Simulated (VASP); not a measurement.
# CaO (Lime): a GW gap and what it depends on, part 3 of 3

Aim: test the GW correction to the gap of CaO (Lime). The starting structure is a measured crystal structure from the Crystallography Open Database. Cell and atoms stay as given.

VASP 6.6.1.

Results so far: G0W0 (response cutoff 100 eV, 4×4×4 mesh) 5.82 eV; G0W0 (response cutoff 160 eV, 4×4×4 mesh) 5.95 eV; G0W0 (response cutoff 240 eV, 4×4×4 mesh) 6.06 eV; GW0 with iterated eigenvalues (response cutoff 160 eV, 4×4×4 mesh) 6.48 eV; G0W0 (response cutoff 100 eV, 5×5×5 mesh) 6.04 eV.

## Step 7: G0W0 (response cutoff 100 eV, 4×4×4 mesh, 8 empty bands)

Level of this step: G0W0 on LDA; plane waves and PAW (Ca_sv_GW, O_GW) (VASP).

It reads the orbitals and their derivatives (WAVECAR and WAVEDER) of a run with the empty bands, which follows a ground-state run; neither is shown.

Input file INCAR:

```
SYSTEM = CaO
PREC = Accurate
ENCUT = 440
ISMEAR = 0
SIGMA = 0.01
LREAL = .FALSE.
GGA = CA
NBANDS = 16
ALGO = EVGW0
NELMGW = 1
ENCUTGW = 100
NOMEGA = 40
PRECFOCK = Fast
NBANDSGW = 16
LWAVE = .FALSE.
LCHARG = .FALSE.
```

Input file POSCAR:

```
CaO
1.0
    0.0000000000      2.4065000000      2.4065000000
    2.4065000000      0.0000000000      2.4065000000
    2.4065000000      2.4065000000      0.0000000000
Ca O
1 1
Direct
    0.0000000000      0.0000000000      0.0000000000
    0.5000000000      0.5000000000      0.5000000000
```

Input file KPOINTS:

```
Automatic mesh
0
Gamma
4 4 4
0 0 0
```

PAW data sets: Ca_sv_GW and O_GW (LDA family, release 64).

On the command line:

```console
mpirun -np 4 vasp_std
```

The program printed:

```text
[banner, memory and clock lines left out]
running    4 mpi-ranks, on    1 nodes
[...]
[... a notice as in an earlier step ...]

 LDA part: xc-table for (Slater(with rela. corr.)+CA(PZ))
 , standard interpolation
 found WAVECAR, reading the header
 POSCAR, INCAR and KPOINTS ok, starting setup
[...]
reading WAVECAR
 the WAVECAR file was read successfully
 initial charge from wavefunction
 available memory per node:     29.46 GB, setting MAXMEM to     30170

 The Fermi energy was updated, please check that it is located mid-gap
 values below the HOMO (VB) or above the LUMO (CB) will cause erroneous energies
 E-fermi :   5.9252

 calculate exact exchange contribution
 the WAVEDER file was read successfully
energies w=
    0.000    0.000    1.557    0.000    3.104    0.000    4.634    0.000
    6.140    0.000    7.617    0.000    9.063    0.000   10.477    0.000
   11.860    0.000   13.215    0.000   14.545    0.000   15.857    0.000
[...]
total number of BLAS operations          2.13 Gflops
NQ=   4    0.2500    0.2500    0.0000,
|.........|.........|.........|.........|.........|.........|.........|.........
 performed         90000 updates of chi_q(r,r)
 total number of BLAS operations          2.91 Gflops
NQ=   5    0.5000    0.2500    0.0000,
|.........|.........|.........|.........|.........|.........|.........|.........
 performed        128000 updates of chi_q(r,r)
 total number of BLAS operations          4.15 Gflops
NQ=   6   -0.2500    0.2500    0.0000,
|.........|.........|.........|.........|.........|.........|.........|.........
 performed        161000 updates of chi_q(r,r)
 total number of BLAS operations          5.09 Gflops
NQ=   7    0.5000    0.5000    0.0000,
|.........|.........|.........|.........|.........|.........|.........|.........
 performed        180000 updates of chi_q(r,r)
 total number of BLAS operations          5.73 Gflops
NQ=   8   -0.2500    0.5000    0.2500,
|.........|.........|.........|.........|.........|.........|.........|.........
 performed        207000 updates of chi_q(r,r)
 total number of BLAS operations          6.75 Gflops
 resolving degeneracies of screened two electron integrals

 calculate QP shifts <psi_nk| G(iteration)W_0 |psi_nk>: iteration 1
 entering main loop
```

It took 5.4 s on 4 MPI ranks of AMD EPYC 9R14 (Zen 4), shared host; peak memory 0.38 GiB.

Parts of OUTCAR (step 7):

```text
 QP shifts <psi_nk| G(iteration)W_0 |psi_nk>: iteration 1
 for sc-GW calculations column KS-energies equals QP-energies in previous step
 and V_xc(KS)=  KS-energies - (<T + V_ion + V_H > + <T+V_H+V_ion>^1  + <V_x>^1)
 k-point   1 :       0.0000    0.0000    0.0000
  band No.  KS-energies  QP-energies   sigma(KS)   V_xc(KS)     V^pw_x(r,r')   Z            occupation Imag(sigma)
    ...
      5     -10.9975     -13.3829     -22.3047     -18.8384     -30.4150       0.6882       2.0000       1.6505
      6       4.1893       4.1191     -19.3373     -19.2427     -24.3853       0.7425       2.0000       0.3019
      7       4.1893       4.1191     -19.3373     -19.2427     -24.3853       0.7425       2.0000       0.3019
      8       4.1893       4.1191     -19.3373     -19.2427     -24.3853       0.7425       2.0000       0.3019
      9       8.7294      10.6925      -9.0358     -11.4254      -6.3087       0.8215       0.0000      -0.1666
     10      10.2932      13.7225      -9.6912     -13.9611      -6.4900       0.8031       0.0000      -0.2302
     11      10.2932      13.7225      -9.6912     -13.9611      -6.4900       0.8031       0.0000      -0.2302
     12      10.2932      13.7225      -9.6912     -13.9611      -6.4900       0.8031       0.0000      -0.2302
    ...

[... 1 part as in an earlier step ...]

[... 2 further parts left out ...]
[key lines of the parts left out:]
E-fermi :   5.9252
```

G0W0 (response cutoff 100 eV, 4×4×4 mesh, 8 empty bands): the quasiparticle gap on this mesh is 6.251 eV, +2.779 eV from the LDA gap on the same points, with 16 bands.

## Step 8: The runs compared

```csv
run,LDA gap on the mesh (eV),GW gap (eV),correction (eV),bands
"G0W0 (response cutoff 100 eV, 4×4×4 mesh)",3.472,5.824,2.353,64
"G0W0 (response cutoff 160 eV, 4×4×4 mesh)",3.472,5.947,2.475,132
"G0W0 (response cutoff 240 eV, 4×4×4 mesh)",3.472,6.063,2.591,236
"GW0 with iterated eigenvalues (response cutoff 160 eV, 4×4×4 mesh)",3.472,6.476,3.005,132
"G0W0 (response cutoff 100 eV, 5×5×5 mesh)",3.662,6.042,2.381,64
"G0W0 (response cutoff 100 eV, 4×4×4 mesh, 8 empty bands)",3.472,6.251,2.779,16
```

## Step 9: Results

```yaml
gap_g0w0_response_cutoff_100_ev_4x4x4_mesh: 5.824 eV
gap_g0w0_response_cutoff_160_ev_4x4x4_mesh: 5.947 eV
gap_g0w0_response_cutoff_240_ev_4x4x4_mesh: 6.063 eV
gap_gw0_with_iterated_eigenvalues_response_cutoff_160_ev_4x4x4_mesh: 6.476 eV
gap_g0w0_response_cutoff_100_ev_5x5x5_mesh: 6.042 eV
gap_g0w0_response_cutoff_100_ev_4x4x4_mesh_8_empty_bands: 6.251 eV
```

In words: The correction to the LDA gap of CaO (Lime) is +2.353 eV at a response cutoff of 100 eV, +2.475 eV at a response cutoff of 160 eV, +2.591 eV at a response cutoff of 240 eV. The number of bands rises with the cutoff. On a 5×5×5 mesh in place of 4×4×4 the correction is +2.381 eV against +2.353 eV. The LDA gap lies between other k-points on the two meshes (0.0000 0.0000 0.0000 to 0.4000 0.4000 0.0000 against 0.0000 0.0000 0.0000 to 0.5000 0.5000 0.0000), so the two corrections belong to different transitions. Iterating the eigenvalues in G raises the gap by +0.529 eV. With 8 empty bands alone, a slip made on purpose, the correction is +2.779 eV against +2.353 eV. Errors of the two band edges can cancel in a gap, so a value close to the better runs would prove nothing. From a response cutoff of 160 to 240 eV the correction still moves by +0.116 eV, so cutoff and bands aren't shown to be converged. The LDA gap along the bands, from another run on this structure, is 3.462 eV. On the 4×4×4 mesh it is 3.472 eV, so this mesh comes close to the edges. On the 5×5×5 mesh it is 3.662 eV, so this mesh misses the band edges. Further runs on this material are not shown.

[Lines on the potential files, build, host, timing and source positions are cut from VASP's logs without a mark.]

[Logs are printed without paths, hosts, clocks, repeated set-up lines and the standing remarks that a program may print on its own settings, such as how far it seeks lower states.]

[Hosts, paths, dates, database ids (printed as entryN), source tags and the programs' standing remarks are cut or masked in the printed files.]
